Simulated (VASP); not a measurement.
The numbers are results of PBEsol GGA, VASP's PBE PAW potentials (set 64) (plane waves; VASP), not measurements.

VASP ran on this input.

**INCAR**
```
SYSTEM = HfN
PREC = Accurate
ENCUT = 520
EDIFF = 1E-6
NELM = 100
ALGO = Normal
LREAL = .FALSE.
LASPH = .TRUE.
ISMEAR = 0
SIGMA = 0.05
GGA = PS
LMAXMIX = 6
LWAVE = .FALSE.
LCHARG = .FALSE.
IBRION = 2
ISIF = 3
NSW = 60
EDIFFG = -0.01
```

### POSCAR
```
HfN
1.0
  3.1055860000   0.0000000000   0.0000000000
  0.0000000000   3.1055860000   0.0000000000
  0.0000000000   0.0000000000   3.1055860000
Hf N
1 1
Cart
  0.0000000000   0.0000000000   0.0000000000
  1.5527930000   1.5527930000   1.5527930000
```

**KPOINTS**
```
Regular mesh
0
gamma
 8 8 8
0 0 0
```

POTCAR, in this order: Hf_pv N (PBE.64 set). Program: vasp_std.

Energy and stress use the plane-wave basis of the starting cell. Unless said otherwise, spin-orbit coupling is left out, though it shifts the bands of the heavy elements here.

Task: What does the run give for the energy per atom (σ→0), volume per atom, band gap (on the k-mesh)?

Result: 
```
Quantity                                                    Result
------------------------  ----------------------------------------
energy per atom (σ→0)                              -10.518 eV/atom
band gap (on the k-mesh)  none (metal, semimetal or under 0.01 eV)
volume per atom                                      10.75 Å³/atom
```

### OSZICAR
```
...
   4 F= -.21036820E+02 E0= -.21036134E+02  d E =-.149326E+01
       N       E                     dE             d eps       ncg     rms          rms(c)
DAV:   1    -0.210399851421E+02   -0.31656E-02   -0.67266E-02   782   0.265E+00    0.711E-01
DAV:   2    -0.210381651188E+02    0.18200E-02   -0.26793E-03   806   0.522E-01    0.320E-01
DAV:   3    -0.210375950892E+02    0.57003E-03   -0.12900E-03   827   0.353E-01    0.206E-01
DAV:   4    -0.210375842102E+02    0.10879E-04   -0.44412E-05   987   0.729E-02    0.140E-01
DAV:   5    -0.210375848676E+02   -0.65738E-06   -0.65322E-06   972   0.181E-02
   5 F= -.21037585E+02 E0= -.21036902E+02  d E =-.149402E+01
```

The structure was generated: HfN was put into the CsCl type (Pm-3m), which need not be its known phase. This run relaxes it. Symmetry was kept, so distortions that lower it aren't found. The electron count is odd and the run is not spin-polarised, which forces a metal.
